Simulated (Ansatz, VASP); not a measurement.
# H18C11O9 (amorphous polycarbonate of ethylene at 300 K): VASP beside Ansatz, part 2 of 2

Wanted: the spread between two codes on one cell, functional and k mesh. Of the first pair: The structure shown is the start of the Ansatz relaxation below; VASP solves that cell, so the two are compared at the walk's first step.

VASP 6.6.1 and Ansatz 0.2.0.

So far. Step 3 (VASP: single point, LDA, start cell, pair 1): The run ends at a pressure of -3.19 GPa, with forces up to 0.56 eV/Å.

### 4. Comparison

Known differences besides the potentials themselves: the two LDA forms differ slightly; fixed occupations in Ansatz, narrow Gaussian smearing in VASP; the cutoff is 420 eV in Ansatz and 520 eV in VASP (PREC = Accurate, projectors in real space); VASP's log shows a relativistic correction to its local exchange, Ansatz's none. Total energies have different zeros and are not compared.

Forces on 8 of the 152 atoms, those with the largest forces and the largest differences (eV/Å; atoms numbered as in POSCAR):

```
atom          Ansatz x, y, z            VASP x, y, z
 O46    0.663, 0.302, -0.751    0.348, 0.168, -0.389
 O49     0.655, 0.141, 0.816     0.333, 0.077, 0.417
 O52   0.912, -0.479, -0.200   0.476, -0.245, -0.112
 O58    -0.590, 0.830, 0.193    -0.298, 0.417, 0.100
 O61  -0.064, -1.014, -0.294  -0.015, -0.532, -0.143
 O67    0.254, 0.166, -1.004    0.133, 0.086, -0.508
 O70  -0.099, -0.869, -0.582  -0.055, -0.452, -0.297
 O73   0.413, -0.892, -0.377   0.223, -0.467, -0.212
```

The forces differ by 107 meV/Å r.m.s., which is 61.3 % of the r.m.s. force of 0.175 eV/Å (both taken over all components).

### 5. Ansatz: relaxation, LDA

This run makes the geometry at which the two programs are then compared.

The structure compared here is the end of the Ansatz relaxation.

This is the run of step 2 again, met here at its other cell.

### 6. VASP: single point, LDA, relaxed atoms in a fixed cell, pair 2

The same cell, functional (in two slightly different forms) and mesh now go to VASP, with its own data sets.

The input, INCAR:

```
SYSTEM = H18C11O9
PREC = Accurate
ENCUT = 600
EDIFF = 1E-06
NELM = 120
ISMEAR = 0
SIGMA = 0.01
LREAL = Auto
ALGO = Normal
GGA = PW92
NBANDS = 338
LORBIT = 11
LWAVE = .FALSE.
LCHARG = .FALSE.
ISIF = 2
LASPH = .TRUE.
GGA_COMPAT = .FALSE.
EFERMI = MIDGAP
```

The input, POSCAR:

```
H18C11O9
1.0
   11.0639700000      0.1112400000     -0.1777600000
    0.1112400000     10.8581500000      0.1209800000
   -0.1777600000      0.1209800000     11.3934800000
C O H
44 36 72
Direct
    0.0845700000      0.5362000000      0.8641500000
    0.0145700000      0.3712400000      0.7567700000
    0.9419300000      0.2259600000      0.6259700000
    0.9670000000      0.1834400000      0.5062300000
    0.1015900000      0.0519000000      0.4171900000
    0.2494300000      0.9290300000      0.3355100000
    0.2823300000      0.0103800000      0.2346400000
    0.3753100000      0.1904800000      0.2960700000
    0.4926400000      0.3588700000      0.3534000000
    0.6094400000      0.3684800000      0.4225300000
    0.7195900000      0.3733400000      0.3479600000
    0.3450100000      0.7381700000      0.5897500000
    0.3626300000      0.7576500000      0.7932000000
    0.3402700000      0.7803300000      0.9960500000
    0.4076500000      0.6914500000      0.0783300000
    0.5065100000      0.7070700000      0.2597600000
    0.6021100000      0.7350000000      0.4399700000
    0.7272600000      0.7637300000      0.4026600000
    0.7290500000      0.9798700000      0.3588000000
    0.6643000000      0.0421200000      0.1698700000
    0.5887600000      0.9926100000      0.0713700000
    0.6441600000      0.8811200000      0.0157900000
    0.7077200000      0.9269500000      0.7167600000
    0.5415700000      0.0448600000      0.6542500000
    0.3789800000      0.1728200000      0.5989100000
    0.3197400000      0.2900000000      0.6340100000
    0.4512200000      0.4401700000      0.7046400000
    0.6045300000      0.5770500000      0.7524200000
    0.7229300000      0.5104700000      0.7733900000
    0.8637100000      0.5964700000      0.6493500000
[... 116 atom lines left out ...]
    0.9733200000      0.0256100000      0.8876900000
    0.1129600000      0.7990400000      0.8042100000
    0.0046700000      0.8872500000      0.7203600000
    0.2493400000      0.9812300000      0.8192900000
    0.2134800000      0.9503900000      0.6690800000
    0.1407100000      0.0742500000      0.7382700000
```

The input, KPOINTS:

```
Automatic mesh
0
Gamma
1 1 1
0 0 0
```

PAW data sets: C, O and H (LDA family, release 64).

Started as:

```
export OMP_NUM_THREADS=3
mpirun -np 1 vasp_gam
```

Numbers of over 12 decimals in the logs are rounded to 6 here.

The program printed:

```text
[banner, memory and clock lines left out]
running    1 mpi-ranks, on    1 nodes
[...]
Offloading initialized ...    1 GPUs detected
[...]
[... a notice as in an earlier step ...]

 LDA part: xc-table for (Slater(with rela. corr.)+PW92), standard interpolation
 POSCAR, INCAR and KPOINTS ok, starting setup
[...]
entering main loop
       N       E                     dE             d eps       ncg     rms          rms(c)
DAV:   1     0.378987647714E+04    0.37899E+04   -0.28153E+05   676   0.148E+03
DAV:   2    -0.662513591146E+03   -0.44524E+04   -0.42252E+04   846   0.338E+02
DAV:   3    -0.104756097490E+04   -0.38505E+03   -0.38135E+03   856   0.102E+02
DAV:   4    -0.105598216303E+04   -0.84212E+01   -0.83872E+01   848   0.163E+01
[...]
DAV:  16    -0.976709921990E+03    0.24952E-04   -0.26146E-05   832   0.277E-02    0.742E-03
DAV:  17    -0.976709917770E+03    0.42204E-05   -0.32521E-05   848   0.183E-02    0.511E-03
DAV:  18    -0.976709917729E+03    0.40538E-07   -0.85795E-06   840   0.719E-03
   1 F= -.97670992E+03 E0= -.97670992E+03  d E =0.000000E+00
```

From OUTCAR (step 6):

```text
  FREE ENERGIE OF THE ION-ELECTRON SYSTEM (eV)
  ---------------------------------------------------
  free  energy   TOTEN  =      -976.7099177294 eV

  energy  without entropy=     -976.7099177294  energy(sigma->0) =     -976.70991773
```

The run ends at a pressure of 0.24 GPa, with forces up to 0.54 eV/Å.

### 7. Side by side

What differs besides the data sets and the points named for the pairs above, as far as they apply: the cutoff is 420 eV in Ansatz and 600 eV in VASP (PREC = Accurate, projectors in real space). Total energies have different zeros and are not compared.

The two programs side by side:

```
              quantity  Ansatz   VASP  difference
        pressure (GPa)   -0.25   0.24       -0.50
gap on the k mesh (eV)   5.761  5.761       0.000
```

Forces on 7 of the 152 atoms, those with the largest forces and the largest differences (eV/Å; atoms numbered as in POSCAR):

```
atom         Ansatz x, y, z            VASP x, y, z
 O49    0.003, 0.000, 0.001  -0.327, -0.064, -0.426
 O55   0.000, 0.000, -0.001    0.413, 0.348, -0.030
 O58   0.000, 0.000, -0.002   0.304, -0.434, -0.095
 O61   -0.003, 0.000, 0.002     0.063, 0.504, 0.157
 O67   0.005, 0.000, -0.011   -0.108, -0.096, 0.517
 O70  -0.009, 0.000, -0.006     0.037, 0.439, 0.300
 O76   -0.002, 0.000, 0.001   0.208, -0.490, -0.030
```

The forces differ by 113 meV/Å r.m.s., where the r.m.s. force is 0.005 eV/Å in Ansatz and 0.112 eV/Å in VASP: the atoms lie near their places of rest in Ansatz, so a percentage would say little (all taken over all components). A gap on the mesh is an upper bound, since the band edges may lie between its points.

### 8. Results

| Property | Result |
| --- | --- |
| r.m.s. force difference (single point, LDA, start cell, pair 1) | 107 meV/Å |
| r.m.s. force difference (single point, LDA, relaxed atoms in a fixed cell, pair 2) | 113 meV/Å |

What this shows: The r.m.s. force difference is 113 meV/Å (single point, LDA, relaxed atoms in a fixed cell, pair 2), beyond the 12 meV/Å picked in this series as the mark of a large difference. What causes the difference of the single point, LDA, start cell, pair 1 pair stays open here. What causes the difference of the single point, LDA, relaxed atoms in a fixed cell, pair 2 pair stays open here. How closely two codes agree says nothing of how well the functional describes the real material.

[Lines on the potential files, build, host, timing and source positions are cut from VASP's logs without a mark.]

[Logs are printed without paths, hosts, clocks, repeated set-up lines and the standing remarks that a program may print on its own settings, such as how far it seeks lower states.]

[Hosts, paths, dates, database ids (printed as entryN), source tags and the programs' standing remarks are cut or masked in the printed files.]
